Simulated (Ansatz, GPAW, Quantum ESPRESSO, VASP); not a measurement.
One structure in several programs: Ca2H3Br (P1, 6 atoms in the cell)

Self-consistent single point, at a second geometry (lattice scaled by 0.98). First geometry:

```
CELL_PARAMETERS angstrom
      3.90294     0.00000     0.00000
     -1.95147     3.38004     0.00000
      0.00000     0.00000     6.85353
ATOMIC_POSITIONS crystal
  Ca 0.67656 0.33846 0.18471
  Ca 0.33980 0.67080 0.81487
  H  0.65430 0.32589 0.85108
  H  0.32767 0.66617 0.15000
  H  0.99972 0.99906 0.99772
  Br 0.00194 0.99962 0.50162
```

Shared settings, as Ansatz (a quantum-chemistry and plane-wave program) writes them: kpoints.mp_grid.grid = 6 6 3; scf.occupations.method = fermi_dirac; scf.occupations.width = 0.01 eV. Potentials and cutoffs stand in the table.

```csv
code,model,ΔF from the first geometry (meV/atom),pressure (GPa),largest force (eV/Å),gap on the mesh (eV),cutoff
Quantum ESPRESSO,"PBEsol, GBRV 1.5 ultrasoft (PBESOL) pseudopotentials",-2.6,0.96,0.242,1.641,40 Ry
Ansatz,"PBEsol, PAW files made with PBE",-2.6,0.93,0.241,1.639,420 eV
VASP,"PBEsol, VASP's PBE PAW potentials (set 64)",-0.6,0.34,0.263,1.617,300 eV
GPAW,"PBEsol, GPAW PAW datasets PBEsol (made by gpaw-setup)",-0.6,1.36,0.255,1.653,800 eV
```

For VASP (by 1.0 GPa) the energy change implies a higher mean pressure, against the two pressures, than for the other programs: a sign of finite-basis (Pulay) stress.

Size of the force on each atom (eV/Å): Sizes of forces hide their directions.

```csv
code,Ca1,Ca2,H3,H4,H5,Br6
Quantum ESPRESSO,0.242,0.206,0.208,0.172,0.064,0.053
Ansatz,0.241,0.205,0.208,0.172,0.064,0.054
VASP,0.263,0.226,0.210,0.174,0.062,0.054
GPAW,0.255,0.218,0.210,0.174,0.063,0.055
```

Gaps are read on the mesh.

The spread over the programs that give each value: ΔF from the first geometry within 2.0 meV/atom; pressure within 1.02 GPa; largest force within 0.022 eV/Å; gap on the mesh within 0.036 eV.

Ansatz's pressure is given at a fixed set of plane waves, as the other plane-wave codes print theirs; with its correction for the finite basis it is 0.97 GPa.

VASP's run is marked for a possible Pulay error in its stress at this cutoff; no cutoff test was made.

The starting cell comes from a database of computed structures (which also holds hypothetical and non-ambient phases and stackings), without a prior relaxation at this level. Its atoms were displaced at random from the sites of space group no. 164. For this run, on top of that: lattice scaled by 0.98.

Left out of this page: ABINIT, CP2K, Elk and SIESTA (not drawn, or without a comparable value).

Keys are those of Ansatz 0.2.
